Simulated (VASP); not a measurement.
Consider the following.

```
CELL_PARAMETERS angstrom
      2.13841     1.23461     6.97147
     -2.13841     1.23461     6.97147
      0.00000    -2.46922     6.97147
ATOMIC_POSITIONS crystal
  Cd 0.50038 0.50038 0.50038
  Hg 0.99983 0.99983 0.99983
  Se 0.87414 0.87414 0.87414
  Se 0.37564 0.37564 0.37564
```

Method: LDA (Ceperley-Alder, Perdew-Zunger), VASP's LDA PAW potentials (set 64) (plane waves; VASP). Run with 400 eV cut-off, Gaussian smearing of 0.050 eV, potentials Cd Hg Se.

Task: Give the energies of bands 8 to 21 at the high-symmetry points, in eV from the Fermi level.

Result: 
```tsv
band	Γ	T	H2	L	S0	F
8	-6.93	-6.94	-6.73	-6.71	-6.73	-6.68
9	-6.93	-6.94	-6.46	-6.71	-6.44	-6.67
10	-6.40	-6.83	-6.41	-6.36	-6.42	-6.40
11	-6.30	-6.30	-6.33	-6.23	-6.33	-6.23
12	-6.30	-6.30	-5.90	-6.15	-5.90	-6.06
13	-5.20	-3.56	-5.25	-5.02	-5.26	-5.34
14	-0.99	-2.68	-4.50	-4.32	-4.48	-4.62
15	-0.99	-0.73	-2.84	-2.45	-2.96	-2.23
16	-0.44	-0.73	-2.65	-2.23	-2.59	-2.22
17	-0.03	-0.32	-1.69	-1.74	-1.74	-0.93
18	0.00	-0.32	-1.62	-1.51	-1.61	-0.93
19	0.00	1.20	2.96	2.87	3.00	1.48
20	1.64	1.82	3.70	3.25	3.83	2.79
21	5.54	5.35	4.93	4.59	5.04	3.21
```

It has no gap at this level: it comes out as a metal or semimetal.

The structure comes from a computed database's CdHgSe2 entry (R3m); how it stands against other phases isn't given here. It was relaxed first, which changed the volume by -6 %.
